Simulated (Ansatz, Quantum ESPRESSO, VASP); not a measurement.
# One structure in several programs: LaBi2ClO4 (P4/mmm, 8 atoms in the cell)

Self-consistent single point.

```
LaBi2ClO4
1.0
    3.98890     0.00000     0.00000
    0.00000     3.98890     0.00000
    0.00000     0.00000     9.33319
La Bi Cl O
1 2 1 4
Direct
  0.00000   0.00000   0.00000
  0.50000   0.50000   0.27838
  0.50000   0.50000   0.72162
  0.00000   0.00000   0.50000
  0.00000   0.50000   0.16166
  0.00000   0.50000   0.83834
  0.50000   0.00000   0.16166
  0.50000   0.00000   0.83834
```

Shared settings, as Ansatz (a first-principles code) writes them: kpoints.mp_grid.grid = 6 6 3; scf.occupations.method = fermi_dirac; scf.occupations.width = 0.02 eV. Potentials and cutoffs stand in the table.

```tsv
code	model	pressure (GPa)	largest force (eV/Å)	gap on the mesh (eV)	cutoff
Ansatz	PBEsol, default PAW files made with PBE	-4.54	0.341	1.278	default
Quantum ESPRESSO	PBEsol, PseudoDojo standard norm-conserving (PBESOL) pseudopotentials	-4.33	0.353	1.268	110 Ry
VASP	PBEsol, VASP's PBE PAW potentials (set 64)	-6.86	0.292	1.267	400 eV
```

Size of the force on each atom (eV/Å): Sizes of forces hide their directions.

| code | La1 | Bi2 | Bi3 | Cl4 | O5 | O6 | O7 | O8 |
|---|---|---|---|---|---|---|---|---|
| Ansatz | 0.000 | 0.341 | 0.341 | 0.000 | 0.123 | 0.123 | 0.123 | 0.123 |
| Quantum ESPRESSO | 0.000 | 0.353 | 0.353 | 0.000 | 0.114 | 0.114 | 0.114 | 0.114 |
| VASP | 0.000 | 0.292 | 0.292 | 0.000 | 0.093 | 0.093 | 0.093 | 0.093 |

Gaps are read on the mesh.

On Ansatz's run: spin-orbit coupling is off.

The spread over the programs that give each value: pressure within 2.53 GPa; largest force within 0.061 eV/Å; gap on the mesh within 0.011 eV.

Ansatz's pressure is given at a fixed set of plane waves, as the other plane-wave codes print theirs; with its correction for the finite basis it is -4.17 GPa (the shift of 0.36 GPa shows how far the cutoff is from converged). In the pressure, VASP (by 2.33) lies more than 1 GPa from the median of the plane-wave programs.

VASP's run is marked for a possible Pulay error in its stress at this cutoff; no cutoff test was made.

The starting cell comes from a database of computed structures (which also holds hypothetical and non-ambient phases and stackings), without a prior relaxation at this level.

Left out of this page: CP2K (not drawn, or without a comparable value).

Keys are those of Ansatz 0.2.
